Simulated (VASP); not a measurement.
A VASP calculation is set up with these files.

### INCAR
```
# general
SYSTEM  = CdSe
PREC    = Accurate
ENCUT   = 500
LREAL   = F   # projection in real space or not
LASPH   = T

# electronic loop
EDIFF   = 1E-6   # SCF stop (eV)
NELM    = 100
ALGO    = Normal
LMAXMIX = 4   # l cut-off of mixed one-centre charges

# smearing
ISMEAR  = 0   # Gaussian
SIGMA   = 0.05   # width (eV)

# functional
GGA     = PE

# ions
IBRION  = 2
NSW     = 40
ISIF    = 3   # ions, shape and volume
EDIFFG  = -0.02

# output
LWAVE   = F
LCHARG  = F
```

### KPOINTS
```
K-points
0
Gamma
 7 7 7
```

File POSCAR:
```
CdSe
1
    0.0000000000     3.0956650791     3.0956650791
    3.0956650791     0.0000000000     3.0956650791
    3.0956650791     3.0956650791     0.0000000000
Cd Se
1 1
Direct
  1.0000000000   0.0000000000   1.0000000000
  0.2500000000   0.2500000000   0.2500000000
```

POTCAR, in this order: Cd Se (PBE.64 set). Program: vasp_std.

### Question
Translate this PBE calculation to Ansatz.

### Answer
One equivalent input (not run):
Ansatz 0.2 input:
```yaml
crystal:
  lattice:
    - [0.0000000, 3.0956651, 3.0956651]
    - [3.0956651, 0.0000000, 3.0956651]
    - [3.0956651, 3.0956651, 0.0000000]
  atoms:
    - { symbol: Cd, position: [1.0000000, 0.0000000, 1.0000000] }
    - { symbol: Se, position: [0.2500000, 0.2500000, 0.2500000] }
kpoints:
  mp_grid: { grid: [7, 7, 7] }
hamiltonian:
  xc: pbe
  pseudopotentials: { kind: paw }
scf:
  occupations: { method: gaussian, width: 0.05 }
  max_iter: 100
relax:
  max_steps: 40
  f_tol: 0.02
  cell: {}
output: { forces: true, stress: true, eigenvalues: true }
```
What does not carry over: each code has its own PAW files, so the cut-off isn't converted (ENCUT is set for VASP's; basis.ecutwfc is left out, and Ansatz then takes the one that its files recommend); Ansatz stops its SCF on the density residual and VASP on the energy change (EDIFF).

The compound is CdSe in the zinc blende structure, whereas wurtzite is the usual form. This run relaxes it. Symmetry was kept, so distortions that lower it aren't found.
